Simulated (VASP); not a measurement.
Level of theory: PBE GGA + U (Dudarev), VASP's PBE PAW potentials (set 64) (plane waves; VASP).

VASP ran on this input.

File POSCAR:
```
TiCo
1
    2.9900000000     0.0000000000     0.0000000000
    0.0000000000     2.9900000000     0.0000000000
    0.0000000000     0.0000000000     2.9900000000
Ti Co
1 1
Direct
  0.0000000000   0.0000000000   0.0000000000
  0.5000000000   0.5000000000   0.5000000000
```

### KPOINTS
```
K-points
0
G
 11 11 11
0 0 0
```

**INCAR**
```
SYSTEM  =  TiCo
PREC  =  Accurate; ENCUT  =  400; LREAL  =  .FALSE.
LASPH  =  .TRUE.
EDIFF  =  1E-6; NELM  =  100; ALGO  =  Normal
LMAXMIX  =  4
ISMEAR  =  1; SIGMA  =  0.1
GGA  =  PE
LDAUL  =  2 2
LDAUU  =  5.0 5.0
LDAUJ  =  0 0
LDAU  =  .TRUE.; LDAUTYPE  =  2; LDAUPRINT  =  1
ISIF  =  2
LWAVE  =  .FALSE.; LCHARG  =  .FALSE.; LORBIT  =  10
```

POTCAR, in this order: Ti_sv Co (PBE.64 set). Program: vasp_std.

Q: Predict the energy per atom (σ→0), band gap (on the k-mesh).

A: 
```yaml
energy per atom (σ→0): -3726 meV/atom
band gap (on the k-mesh): none (metal, semimetal or under 0.01 eV)
```

File OSZICAR:
```
...
DAV:  11    -0.745453736925E+01    0.29615E-01   -0.31679E-01  2400   0.590E+00    0.613E-01
DAV:  12    -0.745249589359E+01    0.20415E-02   -0.67575E-03  2072   0.873E-01    0.405E-01
DAV:  13    -0.745153147393E+01    0.96442E-03   -0.83768E-03  2378   0.895E-01    0.705E-02
DAV:  14    -0.745154687938E+01   -0.15405E-04   -0.18227E-04  1694   0.143E-01    0.535E-02
DAV:  15    -0.745155819370E+01   -0.11314E-04   -0.16769E-04  2524   0.125E-01    0.196E-02
DAV:  16    -0.745155969959E+01   -0.15059E-05   -0.34702E-05  2308   0.554E-02    0.971E-03
DAV:  17    -0.745156027473E+01   -0.57514E-06   -0.31924E-06  1582   0.212E-02
   1 F= -.74515603E+01 E0= -.74515904E+01  d E =0.904592E-04
```

The compound is TiCo in the CsCl type structure. The cell was not relaxed at this level. The run is one of a series of settings (LDAU = .TRUE., LDAUJ = 0 0, LDAUL = 2 2, LDAUTYPE = 2, LDAUU = 5.0 5.0 against the base run), some of them coarse on purpose. The run is not spin-polarised, so no magnetic state was tried. The electron count is odd and the run is not spin-polarised, which forces a metal.
